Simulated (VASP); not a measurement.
Input:

```
BiGa
1.0
    4.16509     0.00000     0.00000
   -2.08254     3.60707     0.00000
    0.00000     0.00000     6.86437
Ga Bi
2 2
Direct
  0.00000   0.00000   0.00000
  0.00000   0.00000   0.50000
  0.33333   0.66667   0.25000
  0.66667   0.33333   0.75000
```

Method: PBEsol GGA, VASP's PBE PAW potentials (set 64) (plane waves; VASP 6.6.1). Run with 400 eV cut-off, Gaussian smearing of 0.050 eV, potentials Ga_d Bi_d.

### Question
Give the energies of bands 23 to 32 at the high-symmetry points, in eV from the Fermi level.

### Answer

```tsv
band	Γ	M	K	A	L	H
23	-7.23	-6.82	-7.30	-4.87	-6.66	-6.47
24	-2.11	-4.82	-4.29	-4.87	-6.66	-6.47
25	0.00	-4.36	-3.62	0.34	-1.78	-4.18
26	0.00	-3.53	-2.98	0.34	-1.78	-4.18
27	0.39	-2.26	-2.98	0.34	-1.34	0.07
28	0.65	0.59	-2.51	0.34	-1.34	0.07
29	0.65	0.92	-2.51	0.93	-0.76	0.25
30	1.61	1.12	4.36	0.93	-0.76	0.25
31	3.39	1.88	5.05	3.61	3.11	1.93
32	3.39	2.30	5.81	3.61	3.11	1.93
```

It has no gap at this level: it comes out as a metal or semimetal.

The structure was generated: GaBi was put into the NiAs type type (P6_3/mmc), which need not be its known phase. It was relaxed first, which changed the volume by +8 %.
